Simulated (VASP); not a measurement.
# SnSe (Pnma) in VASP: settings compared

One crystal, SnSe, is run at these levels: PBE, LDA, r2SCAN; tasks: dielectric tensor, band structure.

Everything below comes from runs of VASP 6.6.1. Logs are shortened: lines on timing, memory, paths and dates and some standing lists are left out, and cuts for length are marked.

**The experiment to reproduce.**

From “Linear dichroism of the optical properties of SnS and SnSe van der Waals crystals”, 2024, arxiv:2409.17412, for a bulk crystal of SnSe: band gap 0.99 eV (indirect) at 20 K; band gap 0.89 eV (indirect) at 300 K.

The results are compared with them further down.

### Step 1. The structure

It takes space group Pnma (No. 62, orthorhombic). Conventional cell: a = 11.790 Å, b = 4.206 Å, c = 4.570 Å, α = 90.00°, β = 90.00°, γ = 90.00°. Sn (site symmetry m) has 3 Se at 2.79 to 2.82 Å as nearest neighbours. Around Se (site symmetry m) lie 3 Sn at 2.79 to 2.82 Å.

The cell is a database's computed one.

### Step 2. Dielectric tensor, PBE

Input file INCAR:

```
SYSTEM = SnSe
  PREC = Accurate
  ENCUT = 450
  EDIFF = 1E-8
  ISMEAR = 0
  SIGMA = 0.02
  LREAL = .FALSE.
  LASPH = .TRUE.
  NELM = 120
  ALGO = Fast
  ISIF = 2
  LWAVE = .FALSE.
  LCHARG = .FALSE.
  GGA = PE
  LEPSILON = .TRUE.
  IBRION = 8
  KPAR = 4
```

Input file KPOINTS:

```
regular mesh
0
G
  3 8 7
  0 0 0
```

Input file POSCAR:

```
SnSe                                    
1.0
   11.7897908053      0.0000000000      0.0000000000
    0.0000000000      4.2057650536      0.0000000000
    0.0000000000      0.0000000000      4.5696738865
  Sn              Se            
     4     4
Direct
     0.6209047467120319    0.7500000000000000    0.3837193767314533
     0.8790952532879681    0.2500000000000000    0.8837193767314533
     0.3790952532879681    0.2500000000000000    0.6162806232685467
     0.1209047467120319    0.7500000000000000    0.1162806232685467
     0.1453676270263844    0.2500000000000000    0.5236582217708790
     0.6453676270263844    0.2500000000000000    0.9763417782291210
     0.3546323729736157    0.7500000000000000    0.0236582217708790
     0.8546323729736156    0.7500000000000000    0.4763417782291210
```

Potentials or basis: VASP PAW PBE potentials, release 64 (Sn_d, Se).

Launch:

```bash
cat potpaw_PBE.64/Sn_d/POTCAR potpaw_PBE.64/Se/POTCAR > POTCAR
mpirun -np 4 vasp_std > vasp.out
```

OUTCAR:

```text
SYSTEM = SnSe
   PREC = Accurate
   ENCUT = 450
   EDIFF = 1E-8
   ISMEAR = 0
   LREAL = .FALSE.
   LASPH = .TRUE.
   NELM = 120
   ISIF = 2
   GGA = PE
   LEPSILON = .TRUE.
   IBRION = 8

 ion  position               nearest neighbor table
   1  0.621  0.750  0.384-   8 2.79   6 2.82   6 2.82   3 3.70   3 3.70
   2  0.879  0.250  0.884-   6 2.79   8 2.82   8 2.82   4 3.70   4 3.70
   3  0.379  0.250  0.616-   5 2.79   7 2.82   7 2.82   1 3.70   1 3.70
   4  0.121  0.750  0.116-   7 2.79   5 2.82   5 2.82   2 3.70   2 3.70
   5  0.145  0.250  0.524-   3 2.79   4 2.82   4 2.82
   6  0.645  0.250  0.976-   2 2.79   1 2.82   1 2.82
   7  0.355  0.750  0.024-   4 2.79   3 2.82   3 2.82
   8  0.855  0.750  0.476-   1 2.79   2 2.82   2 2.82

  LATTYP: Found a simple orthorhombic cell.
 ALAT       =     4.2057650536
 B/A-ratio  =     1.0865261916
 C/A-ratio  =     2.8032452253

  Lattice vectors:

 A1 = (   0.0000000000,   4.2057650536,   0.0000000000)
 A2 = (   0.0000000000,   0.0000000000,   4.5696738865)
 A3 = (  11.7897908053,   0.0000000000,   0.0000000000)

Analysis of symmetry for initial positions (statically):
=====================================================================
 Subroutine PRICEL returns:
 Original cell was already a primitive cell.
[... 1593 lines left out ...]
  5Y    -0.000000   -0.000152   -0.000000   -0.000000   -0.063076    0.000000    0.000000    0.063283   -0.000000    0.000000    1.772320    0.000000    0.000000   -2.846676    0.000000    0.000000    0.005351    0.000000    0.000000    0.885203    0.000000    0.000000    0.183748   -0.000000
  5Z    -0.115730    0.000000    0.023635   -0.180361    0.000000   -0.008236   -0.195238    0.000000    0.003917    0.591481    0.000000    2.654368   -0.382536    0.000000   -3.746702    0.021128    0.000000    0.023719    0.124041    0.000000    0.853073    0.137215    0.000000    0.196226
  6X     0.845453    0.000000   -0.322600    3.219669    0.000000    0.056652   -0.548024    0.000000   -0.038940   -0.457084    0.000000   -0.078200    0.760372    0.000000    0.023154   -4.476304    0.000000    0.374937    0.751317    0.000000   -0.139656   -0.095401    0.000000    0.124652
  6Y    -0.000000    1.772320    0.000000    0.000000    0.063283   -0.000000    0.000000   -0.063076    0.000000    0.000000   -0.000152   -0.000000    0.000000    0.005351    0.000000    0.000000   -2.846676    0.000000    0.000000    0.183748   -0.000000    0.000000    0.885203    0.000000
  6Z    -0.591481    0.000000    2.654368    0.195238    0.000000    0.003917    0.180361    0.000000   -0.008236    0.115730    0.000000    0.023635   -0.021128    0.000000    0.023719    0.382536    0.000000   -3.746702   -0.137215    0.000000    0.196226   -0.124041    0.000000    0.853073
  7X    -0.548024    0.000000   -0.038940   -0.457084    0.000000   -0.078200    0.845453    0.000000   -0.322600    3.219669    0.000000    0.056652   -0.095401    0.000000    0.124652    0.751317    0.000000   -0.139656   -4.476304    0.000000    0.374937    0.760372    0.000000    0.023154
  7Y     0.000000   -0.063076    0.000000    0.000000   -0.000152   -0.000000   -0.000000    1.772320    0.000000    0.000000    0.063283   -0.000000    0.000000    0.885203    0.000000    0.000000    0.183748   -0.000000    0.000000   -2.846676    0.000000    0.000000    0.005351    0.000000
  7Z     0.180361    0.000000   -0.008236    0.115730    0.000000    0.023635   -0.591481    0.000000    2.654368    0.195238    0.000000    0.003917   -0.124041    0.000000    0.853073   -0.137215    0.000000    0.196226    0.382536    0.000000   -3.746702   -0.021128    0.000000    0.023719
  8X     3.219669    0.000000   -0.056652    0.845453    0.000000    0.322600   -0.457084    0.000000    0.078200   -0.548024    0.000000    0.038940    0.751317    0.000000    0.139656   -0.095401    0.000000   -0.124652    0.760372    0.000000   -0.023154   -4.476304    0.000000   -0.374937
  8Y     0.000000    0.063283   -0.000000    0.000000    1.772320    0.000000   -0.000000   -0.000152   -0.000000   -0.000000   -0.063076    0.000000    0.000000    0.183748   -0.000000    0.000000    0.885203    0.000000    0.000000    0.005351    0.000000    0.000000   -2.846676    0.000000
  8Z    -0.195238    0.000000    0.003917    0.591481    0.000000    2.654368   -0.115730    0.000000    0.023635   -0.180361    0.000000   -0.008236    0.137215    0.000000    0.196226    0.124041    0.000000    0.853073    0.021128    0.000000    0.023719   -0.382536    0.000000   -3.746702

 Eigenvectors and eigenvalues of the dynamical matrix
 ----------------------------------------------------

   1 f  =    5.386586 THz    33.844917 2PiTHz  179.677165 cm-1    22.277119 meV
             X         Y         Z           dx          dy          dz
      7.320337  3.154324  1.753472    -0.293706   -0.000000    0.066451
     10.364349  1.051441  4.038309    -0.293706    0.000000   -0.066451
      4.469454  1.051441  2.816201     0.293706   -0.000000   -0.066451
      1.425442  3.154324  0.531365     0.293706   -0.000000    0.066451
      1.713854  1.051441  2.392947    -0.386065    0.000000   -0.101364
      7.608749  1.051441  4.461564     0.386065    0.000000   -0.101364
      4.181041  3.154324  0.108110    -0.386065    0.000000    0.101364
     10.075937  3.154324  2.176727     0.386065   -0.000000    0.101364
[... 243 lines left out ...]
  24 f/i=    0.016983 THz     0.106708 2PiTHz    0.566495 cm-1     0.070236 meV
             X         Y         Z           dx          dy          dz
      7.320337  3.154324  1.753472    -0.002478    0.000000   -0.388843
     10.364349  1.051441  4.038309     0.002478    0.000000   -0.388843
      4.469454  1.051441  2.816201    -0.002478    0.000000   -0.388843
      1.425442  3.154324  0.531365     0.002478    0.000000   -0.388843
      1.713854  1.051441  2.392947    -0.001345    0.000000   -0.314314
      7.608749  1.051441  4.461564     0.001345    0.000000   -0.314314
      4.181041  3.154324  0.108110     0.001345    0.000000   -0.314314
     10.075937  3.154324  2.176727    -0.001345    0.000000   -0.314314

--------------------------------------------------------------------------------------------------------

 MACROSCOPIC STATIC DIELECTRIC TENSOR IONIC CONTRIBUTION
 ------------------------------------------------------
          13.428966    -0.000000    -0.000000
          -0.000000    27.691470    -0.000000
          -0.000000    -0.000000    15.828485
 ------------------------------------------------------

 ELASTIC MODULI CONTR FROM IONIC RELAXATION (kBar)
 Direction    XX          YY          ZZ          XY          YZ          ZX
 --------------------------------------------------------------------------------
 XX        -642.5139    -95.5714    -59.9646      0.0000     -0.0000      0.0000
 YY         -95.5714   -154.1516   -218.3831     -0.0000     -0.0000      0.0000
 ZZ         -59.9646   -218.3831   -422.9901     -0.0000     -0.0000     -0.0000
 XY           0.0000     -0.0000     -0.0000    -57.3943     -0.0000     -0.0000
 YZ          -0.0000     -0.0000     -0.0000     -0.0000   -213.0565     -0.0000
 ZX           0.0000     -0.0000     -0.0000     -0.0000     -0.0000    -48.4925
 --------------------------------------------------------------------------------

 PIEZOELECTRIC TENSOR IONIC CONTR  for field in x, y, z        (C/m^2)
          XX          YY          ZZ          XY          YZ          ZX
  --------------------------------------------------------------------------------
  x     0.00000     0.00000     0.00000    -0.00000    -0.00000     0.00000
  y     0.00000     0.00000     0.00000     0.00000    -0.00000     0.00000
  z     0.00000    -0.00000    -0.00000    -0.00000    -0.00000    -0.00000
```

OSZICAR:

```text
N       E                     dE             d eps       ncg     rms          rms(c)
DAV:   1     0.831467774475E+03    0.83147E+03   -0.34212E+04  4032   0.193E+03
DAV:   2     0.107195481279E+03   -0.72427E+03   -0.70569E+03  3856   0.568E+02
[... 13 lines left out ...]
RMM:   7    -0.863658754365E-01   -0.54689E-05   -0.47833E-07 10145   0.119E-03    0.310E-04
RMM:   8    -0.863658895795E-01   -0.14143E-07    0.74277E-07  9670   0.472E-04    0.866E-05
RMM:   9    -0.863662920705E-01   -0.40249E-06    0.25036E-07  9843   0.205E-04    0.303E-05
RMM:  10    -0.863663276296E-01   -0.35559E-07    0.16774E-07 11130   0.102E-04    0.169E-05
RMM:  11    -0.863663115808E-01    0.16049E-07   -0.52228E-09 10307   0.569E-05    0.599E-06
RMM:  12    -0.863663178520E-01   -0.62712E-08   -0.23760E-08 11101   0.426E-05    0.150E-06
 Linear response finished
```

stdout:

```text
POSCAR found type information on POSCAR SnSe
 POSCAR found :  2 types and       8 ions
 scaLAPACK will be used
 LDA part: xc-table for (Slater+PW92), standard interpolation
 POSCAR, INCAR and KPOINTS ok, starting setup
 FFT: planning ... GRIDC
 FFT: planning ... GRID_SOFT
 FFT: planning ... GRID
 WAVECAR not read
 entering main loop
[... 40 lines left out ...]
 force on displaced ion       5 direction 1 :  -4.476   0.000  -0.375
 Born effective charge ion    5 direction 1 :  -3.505   0.000  -0.595
 Linear response progress:
 first order change of Fermi-energy  -0.24463E-01
 force on displaced ion       5 direction 2 :  -0.002  -2.847  -0.001
 Born effective charge ion    5 direction 2 :  -0.000  -3.902  -0.001
 Linear response progress:
 first order change of Fermi-energy   0.79627E+01
 force on displaced ion       5 direction 3 :  -0.383   0.000  -3.747
 Born effective charge ion    5 direction 3 :  -0.691   0.000  -3.302
 Born effective charges drift removed
 Linear response finished
```

Wall time 35 min (4 MPI ranks of Intel Xeon Platinum 8488C (Sapphire Rapids), shared host); peak memory 1.6 GiB.

Results:

```
Band gap on the k mesh                                  : 0.74 eV, indirect (least direct gap 1.08 eV)
Electronic dielectric tensor (diagonal)                 : 17.83, 18.27, 17.31
Born charges (mean of the diagonal)                     : Sn +3.55; Se -3.55 e
Highest phonon frequency at Γ, LO-TO splitting left out : 180 cm⁻¹
```

Phonon frequencies in cm⁻¹ (negative: imaginary):
```csv
q point,frequencies
"(0.000, 0.000, 0.000)",-1 0 0 26 27 46 49 52 55 60 66 68 101 108 120 126 127 131 133 139 142 142 143 180
```

Electronic dielectric tensor:
```
17.83  0.00  0.00
 0.00 18.27  0.00
 0.00  0.00 17.31
```

Born effective charge tensors (e):
atom 1, Sn
```
 3.42  0.00 -0.01
 0.00  3.93  0.00
 0.73  0.00  3.30
```
atom 2, Sn
```
 3.42  0.00  0.01
 0.00  3.93  0.00
-0.73  0.00  3.30
```
atom 3, Sn
```
 3.42  0.00 -0.01
 0.00  3.93  0.00
 0.73  0.00  3.30
```
atom 4, Sn
```
 3.42  0.00  0.01
 0.00  3.93  0.00
-0.73  0.00  3.30
```
atom 5, Se
```
-3.42  0.00 -0.69
 0.00 -3.93  0.00
-0.59  0.00 -3.30
```
atom 6, Se
```
-3.42  0.00  0.69
 0.00 -3.93  0.00
 0.59  0.00 -3.30
```
atom 7, Se
```
-3.42  0.00  0.69
 0.00 -3.93  0.00
 0.59  0.00 -3.30
```
atom 8, Se
```
-3.42  0.00 -0.69
 0.00 -3.93  0.00
-0.59  0.00 -3.30
```

Caveat: spin-orbit coupling is left out, which moves the levels of the heavy elements; an odd mesh through Γ misses points on the zone boundary, where band edges often lie.

### Step 3. Band structure, LDA

POSCAR is that of step 2.

Input file INCAR.step1:

```
SYSTEM = SnSe
PREC     = Accurate       ! precision mode
ENCUT    = 450            ! plane-wave cutoff, eV
EDIFF    = 1E-6           ! SCF threshold, eV
ISMEAR   = 0              ! smearing method
SIGMA    = 0.02           ! smearing width, eV
LREAL    = .FALSE.        ! projectors in reciprocal space
LASPH    = .TRUE.         ! aspherical terms in the spheres
NELM     = 120            ! most SCF steps
ALGO     = Fast           ! electronic algorithm
ISIF     = 2              ! what is computed and relaxed
LWAVE    = .FALSE.        ! write WAVECAR
LCHARG   = .TRUE.         ! write CHGCAR
GGA      = CA             ! functional
NBANDS   = 50             ! bands
KPAR     = 4
```

Input file KPOINTS.step1:

```
regular mesh
0
G
  4 8 8
  0 0 0
```

Input file INCAR.step2:

```
SYSTEM = SnSe
PREC     = Accurate       ! precision mode
ENCUT    = 450            ! plane-wave cutoff, eV
EDIFF    = 1E-6           ! SCF threshold, eV
ISMEAR   = 0              ! smearing method
SIGMA    = 0.05           ! smearing width, eV
LREAL    = .FALSE.        ! projectors in reciprocal space
LASPH    = .TRUE.         ! aspherical terms in the spheres
NELM     = 120            ! most SCF steps
ALGO     = Fast           ! electronic algorithm
ISIF     = 2              ! what is computed and relaxed
LWAVE    = .FALSE.        ! write WAVECAR
LCHARG   = .FALSE.        ! write CHGCAR
GGA      = CA             ! functional
NBANDS   = 50             ! bands
KPAR     = 4            
ICHARG   = 11             ! starting density
```

Input file KPOINTS.step2:

```
path GXSYGZURTZ,YT,UX,SR
15
line-mode
reciprocal
 0.0000000000  0.0000000000  0.0000000000  G
 0.0000000000  0.5000000000  0.0000000000  X

 0.0000000000  0.5000000000  0.0000000000  X
 0.0000000000  0.5000000000  0.5000000000  S

 0.0000000000  0.5000000000  0.5000000000  S
 0.0000000000  0.0000000000  0.5000000000  Y

 0.0000000000  0.0000000000  0.5000000000  Y
 0.0000000000  0.0000000000  0.0000000000  G

 0.0000000000  0.0000000000  0.0000000000  G
 0.5000000000  0.0000000000  0.0000000000  Z

 0.5000000000  0.0000000000  0.0000000000  Z
 0.5000000000  0.5000000000  0.0000000000  U

 0.5000000000  0.5000000000  0.0000000000  U
 0.5000000000  0.5000000000  0.5000000000  R

 0.5000000000  0.5000000000  0.5000000000  R
 0.5000000000  0.0000000000  0.5000000000  T

 0.5000000000  0.0000000000  0.5000000000  T
 0.5000000000  0.0000000000  0.0000000000  Z

 0.0000000000  0.0000000000  0.5000000000  Y
 0.5000000000  0.0000000000  0.5000000000  T

 0.5000000000  0.5000000000  0.0000000000  U
 0.0000000000  0.5000000000  0.0000000000  X

 0.0000000000  0.5000000000  0.5000000000  S
 0.5000000000  0.5000000000  0.5000000000  R
```

Potentials or basis: VASP PAW LDA potentials, release 64 (Sn_d, Se).

Launch:

```bash
cat potpaw_LDA.64/Sn_d/POTCAR potpaw_LDA.64/Se/POTCAR > POTCAR
cp INCAR.step1 INCAR
cp KPOINTS.step1 KPOINTS
mpirun -np 4 vasp_std > vasp.out
cp INCAR.step2 INCAR
cp KPOINTS.step2 KPOINTS
mpirun -np 4 vasp_std > vasp.out
```

Run time: 6.6 min. Hardware: 4 MPI ranks of Intel Xeon Platinum 8488C (Sapphire Rapids), shared host; peak memory 1.1 GiB.

It converged, with:

| Property | Result |
| --- | --- |
| Band gap on the k mesh | 0.61 eV, indirect (least direct gap 0.86 eV) |
| Band gap along the path | 0.55 eV, indirect (least direct gap 0.82 eV) |

Levels at the corners of the path, in eV from the valence-band top:
| point | band 37 | band 38 | band 39 | band 40 | band 41 | band 42 | band 43 | band 44 |
| --- | --- | --- | --- | --- | --- | --- | --- | --- |
| Γ | -1.44 | -1.12 | -0.63 | -0.44 | 0.74 | 2.69 | 2.89 | 2.95 |
| X | -0.92 | -0.92 | -0.84 | -0.84 | 1.06 | 1.06 | 1.14 | 1.14 |
| X | -0.92 | -0.92 | -0.84 | -0.84 | 1.06 | 1.06 | 1.14 | 1.14 |
| S | -2.12 | -2.12 | -1.26 | -1.26 | 2.54 | 2.54 | 2.98 | 2.98 |
| S | -2.12 | -2.12 | -1.26 | -1.26 | 2.54 | 2.54 | 2.98 | 2.98 |
| Y | -0.79 | -0.79 | -0.26 | -0.26 | 1.18 | 1.18 | 1.57 | 1.57 |
| Y | -0.79 | -0.79 | -0.26 | -0.26 | 1.18 | 1.18 | 1.57 | 1.57 |
| Γ | -1.44 | -1.12 | -0.63 | -0.44 | 0.74 | 2.69 | 2.89 | 2.95 |
| Γ | -1.44 | -1.12 | -0.63 | -0.44 | 0.74 | 2.69 | 2.89 | 2.95 |
| Z | -1.68 | -1.68 | -0.48 | -0.48 | 2.44 | 2.44 | 2.60 | 2.60 |
| Z | -1.68 | -1.68 | -0.48 | -0.48 | 2.44 | 2.44 | 2.60 | 2.60 |
| U | -1.00 | -1.00 | -1.00 | -1.00 | 1.35 | 1.35 | 1.35 | 1.35 |
| U | -1.00 | -1.00 | -1.00 | -1.00 | 1.35 | 1.35 | 1.35 | 1.35 |
| R | -1.44 | -1.44 | -1.44 | -1.44 | 2.48 | 2.48 | 2.48 | 2.48 |
| R | -1.44 | -1.44 | -1.44 | -1.44 | 2.48 | 2.48 | 2.48 | 2.48 |
| T | -0.46 | -0.46 | -0.29 | -0.29 | 1.19 | 1.19 | 1.61 | 1.61 |
| T | -0.46 | -0.46 | -0.29 | -0.29 | 1.19 | 1.19 | 1.61 | 1.61 |
| Z | -1.68 | -1.68 | -0.48 | -0.48 | 2.44 | 2.44 | 2.60 | 2.60 |
| Y | -0.79 | -0.79 | -0.26 | -0.26 | 1.18 | 1.18 | 1.57 | 1.57 |
| T | -0.46 | -0.46 | -0.29 | -0.29 | 1.19 | 1.19 | 1.61 | 1.61 |
| U | -1.00 | -1.00 | -1.00 | -1.00 | 1.35 | 1.35 | 1.35 | 1.35 |
| X | -0.92 | -0.92 | -0.84 | -0.84 | 1.06 | 1.06 | 1.14 | 1.14 |
| S | -2.12 | -2.12 | -1.26 | -1.26 | 2.54 | 2.54 | 2.98 | 2.98 |
| R | -1.44 | -1.44 | -1.44 | -1.44 | 2.48 | 2.48 | 2.48 | 2.48 |

Caveat: the log is that of the step along the path at fixed density, whose energy, stress, charges and moments have no meaning; spin-orbit coupling is left out, which moves the levels of the heavy elements.

(Part 1 of 2 ends here.)
